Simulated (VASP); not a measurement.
Level of theory: rev-vdW-DF2, VASP's PBE PAW potentials (set 64) (plane waves; VASP).

VASP input:

**KPOINTS**
```
Automatic mesh
0
Gamma
19 19 19
0 0 0
```

### INCAR
```
# general
SYSTEM   = Cu
PREC     = Accurate
ENCUT    = 520   # plane-wave cut-off (eV)
LREAL    = .False.   # projection in real space or not
LASPH    = .True.

# electronic loop
EDIFF    = 1E-7
NELM     = 100
ALGO     = Normal   # blocked Davidson
LMAXMIX  = 4

# smearing
ISMEAR   = -5   # tetrahedra, Bloechl

# functional
GGA      = MK
LUSE_VDW = .True.
AGGAC    = 0.0
PARAM1   = 0.1234568
PARAM2   = 0.7114
ZAB_VDW  = -1.8867

# ions
ISIF     = 2   # forces and stress, cell fixed

# output
LWAVE    = .False.
LCHARG   = .True.
LORBIT   = 11   # lm-projected
NEDOS    = 601
```

File POSCAR:
```
Cu
1
    0.0000000000     1.8028051306     1.8028051306
    1.8028051306    -0.0000000000     1.8028051306
    1.8028051306     1.8028051306    -0.0000000000
Cu
1
Direct
  0.0000000000   1.0000000000   0.0000000000
```

POTCAR, in this order: Cu (PBE.64 set). Program: vasp_std.

What will the output report for the number of irreducible k-points (NKPTS), largest plane-wave count, number of space-group operations, FFT grid (NGX, NGY, NGZ)?

The number of irreducible k-points (NKPTS) is 220, the largest plane-wave count is 331 and the number of space-group operations comes out as 48. The FFT grid (NGX, NGY, NGZ) is 20 × 20 × 20.

The compound is Cu in the fcc structure. It was relaxed first.
